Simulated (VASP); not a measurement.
Level of theory: revTPSS meta-GGA, VASP's PBE PAW potentials (set 64) (plane waves; VASP).

The input files of a VASP run:

**POSCAR**
```
MgI2
15.2212340
  0.1373138561  -0.2378345468   0.0000000000
  0.1373138561   0.2378345468   0.0000000000
  0.0000000000   0.0000000000   0.5000000037
Mg I
1 2
Direct
  0.0000000000   0.0000000000   0.0000000000
  0.3333330000   0.6666670000   0.2195370402
  0.6666670000   0.3333330000   0.7804629598
```

**KPOINTS**
```
Automatic mesh
0
Gamma
7 7 4
0 0 0
```

KPOINTS_OPT:
```
k-points along high-symmetry lines
6
Line-mode
Reciprocal
  0.000000   0.000000   0.000000 ! GAMMA
  0.500000   0.000000   0.000000 ! M

  0.500000   0.000000   0.000000 ! M
  0.333333   0.333333   0.000000 ! K

  0.333333   0.333333   0.000000 ! K
  0.000000   0.000000   0.000000 ! GAMMA

  0.000000   0.000000   0.000000 ! GAMMA
  0.000000   0.000000   0.500000 ! A

  0.000000   0.000000   0.500000 ! A
  0.500000   0.000000   0.500000 ! L

  0.500000   0.000000   0.500000 ! L
  0.333333   0.333333   0.500000 ! H

  0.333333   0.333333   0.500000 ! H
  0.000000   0.000000   0.500000 ! A

  0.500000   0.000000   0.500000 ! L
  0.500000   0.000000   0.000000 ! M

  0.333333   0.333333   0.500000 ! H
  0.333333   0.333333   0.000000 ! K
```

**INCAR**
```
ALGO = Normal
EDIFF = 1E-7
ENCUT = 520
ISIF = 2
ISMEAR = -5
LASPH = .TRUE.
LCHARG = .FALSE.
LEFG = .TRUE.
LMAXMIX = 4
LMIXTAU = .TRUE.
LORBIT = 11
LREAL = .FALSE.
LWAVE = .FALSE.
METAGGA = RTPSS
NEDOS = 601
NELM = 100
PREC = Accurate
SYSTEM = MgI2
```

POTCAR, in this order: Mg I (PBE.64 set). Program: vasp_std.

Output

**OUTCAR**
```
 ion  position               nearest neighbor table
   1  0.000  0.000  0.000-   2 2.94   3 2.94   3 2.94   2 2.94   3 2.94   2 2.94
   2  0.333  0.667  0.220-   1 2.94   1 2.94   1 2.94
   3  0.667  0.333  0.780-   1 2.94   1 2.94   1 2.94
  LATTYP: Found a hexagonal cell.
 ALAT       =     4.1801722942
 C/A-ratio  =     1.8206467392
 Subroutine PRICEL returns:
 Original cell was already a primitive cell.
 Subroutine GETGRP returns: Found 12 space group operations
The static configuration has the point symmetry D_3d.
The dynamic configuration has the point symmetry D_3d.
 Subroutine INISYM returns: Found 12 space group operations
 Subroutine IBZKPT returns following result:
 Found     28 irreducible k-points:

 Following reciprocal coordinates:
            Coordinates               Weight
  0.000000  0.000000  0.000000      1.000000
  0.142857 -0.000000  0.000000      6.000000
  0.285714  0.000000  0.000000      6.000000
  0.428571  0.000000  0.000000      6.000000
  0.142857  0.142857  0.000000      6.000000
  0.285714  0.142857  0.000000     12.000000
  0.428571  0.142857  0.000000      6.000000
  0.285714  0.285714  0.000000      6.000000
  0.000000  0.000000  0.250000      2.000000
  0.142857 -0.000000  0.250000      6.000000
 -0.000000  0.142857  0.250000      6.000000
  0.285714  0.000000  0.250000      6.000000
  0.000000  0.285714  0.250000      6.000000
  0.428571  0.000000  0.250000      6.000000
  0.000000  0.428571  0.250000      6.000000
  0.142857  0.142857  0.250000     12.000000
  0.285714  0.142857  0.250000     12.000000
 -0.142857  0.428571  0.250000     12.000000
  0.428571  0.142857  0.250000     12.000000
  0.285714  0.285714  0.250000     12.000000
  0.000000  0.000000  0.500000      1.000000
  0.142857 -0.000000  0.500000      6.000000
...
```

File OSZICAR:
```
       N       E                     dE             d eps       ncg     rms          rms(c)
DAV:   1     0.125653392493E+03    0.12565E+03   -0.57805E+03   672   0.106E+03
DAV:   2     0.359988996633E+02   -0.89654E+02   -0.83347E+02  1124   0.213E+02
DAV:   3     0.289367927123E+02   -0.70621E+01   -0.70245E+01   884   0.622E+01
DAV:   4     0.287673560365E+02   -0.16944E+00   -0.16927E+00   892   0.128E+01
DAV:   5     0.287628686757E+02   -0.44874E-02   -0.44869E-02   880   0.203E+00    0.390E+00
DAV:   6     0.292243172285E+02    0.46145E+00   -0.33310E+00   672   0.261E+01    0.275E+00
DAV:   7     0.308498035149E+02    0.16255E+01   -0.11872E+00   688   0.938E+00    0.101E+00
DAV:   8     0.308457561194E+02   -0.40474E-02   -0.48310E-02   832   0.193E+00    0.471E-01
DAV:   9     0.307568022492E+02   -0.88954E-01   -0.42676E-02   748   0.160E+00    0.329E-01
DAV:  10     0.307307329274E+02   -0.26069E-01   -0.16746E-02   788   0.925E-01    0.273E-01
DAV:  11     0.307068545321E+02   -0.23878E-01   -0.15661E-02   712   0.129E+00    0.301E-01
DAV:  12     0.307076785275E+02    0.82400E-03   -0.15744E-03   716   0.364E-01    0.145E-01
DAV:  13     0.306986180907E+02   -0.90604E-02   -0.60639E-03   768   0.708E-01    0.731E-02
DAV:  14     0.306996931769E+02    0.10751E-02   -0.59176E-04   772   0.277E-01    0.601E-02
DAV:  15     0.306990208964E+02   -0.67228E-03   -0.98795E-04   696   0.400E-01    0.416E-02
DAV:  16     0.306986846020E+02   -0.33629E-03   -0.13287E-04   780   0.985E-02    0.290E-02
DAV:  17     0.306986192289E+02   -0.65373E-04   -0.30068E-05   748   0.467E-02    0.197E-02
DAV:  18     0.306985931005E+02   -0.26128E-04   -0.23438E-05   776   0.539E-02    0.156E-02
DAV:  19     0.306985979529E+02    0.48525E-05   -0.70149E-06   784   0.285E-02    0.969E-03
DAV:  20     0.306985974621E+02   -0.49082E-06   -0.29787E-06   828   0.139E-02    0.271E-03
DAV:  21     0.306985952919E+02   -0.21702E-05   -0.16735E-06   696   0.137E-02    0.216E-03
DAV:  22     0.306985950494E+02   -0.24254E-06   -0.25903E-07   808   0.541E-03    0.274E-03
DAV:  23     0.306985950218E+02   -0.27595E-07   -0.34175E-08   456   0.246E-03
   1 F= 0.30698595E+02 E0= 0.30698595E+02  d E =0.000000E+00
       N       E                     dE             ncg
       N       E                     dE             ncg
```

**OUTCAR**
```
------------------------ aborting loop because EDIFF is reached ----------------------------------------
  FORCE on cell =-STRESS in cart. coord.  units (eV):
  Direction    XX          YY          ZZ          XY          YZ          ZX
  --------------------------------------------------------------------------------------
  Total       -0.0183691     -0.0183691      0.0483113      0.0000000      0.0000000      0.0000000
  in kB       -0.2555401     -0.2555401      0.6720795      0.0000000      0.0000000      0.0000000
  external PRESSURE =       0.0536664 kB  Pullay stress =       0.0000000 kB
  volume of cell :      115.17
      direct lattice vectors                 reciprocal lattice vectors
     2.090086335 -3.620135290  0.000000000     0.239224568 -0.138116385  0.000000000
     2.090086335  3.620135290  0.000000000     0.239224568  0.138116385  0.000000000
     0.000000000  0.000000000  7.610617057     0.000000000  0.000000000  0.131395390
 POSITION                                       TOTAL-FORCE (eV/Angst)
 -----------------------------------------------------------------------------------
      0.00000      0.00000      0.00000         0.000000      0.000000      0.000000
      2.09009      1.20671      1.67081        -0.000000      0.000000     -0.012315
      2.09009     -1.20671      5.93980         0.000000     -0.000000      0.012315
 -----------------------------------------------------------------------------------
    total drift:                               -0.000000     -0.000000      0.000000
  FREE ENERGIE OF THE ION-ELECTRON SYSTEM (eV)
  ---------------------------------------------------
  free  energy   TOTEN  =        30.6985950218 eV

  energy  without entropy=       30.6985950218  energy(sigma->0) =       30.69859502

 total charge

# of ion       s       p       d       tot
------------------------------------------
    1        0.130   0.105   0.026   0.262
    2        1.485   2.831   0.012   4.328
    3        1.485   2.831   0.012   4.328
--------------------------------------------------
tot          3.100   5.767   0.050   8.917

 Electric field gradients after diagonalization (V/A^2)
 (convention: |V_zz| > |V_xx| > |V_yy|)
----------------------------------------------------------------------
 ion       V_xx      V_yy      V_zz     asymmetry (V_yy - V_xx)/ V_zz
----------------------------------------------------------------------
   1      -0.152    -0.152     0.304       0.000
   2      25.789    25.788   -51.577       0.000
   3      25.789    25.788   -51.577       0.000
```
(Selected blocks of OUTCAR.)

Without a dispersion term in the relaxation, distances and binding between the weakly bound layers, chains or molecules are unreliable, and so is what depends on them.

The compound is MgI2 in the 1T layered structure. It was relaxed first, which changed the volume by +13 %.
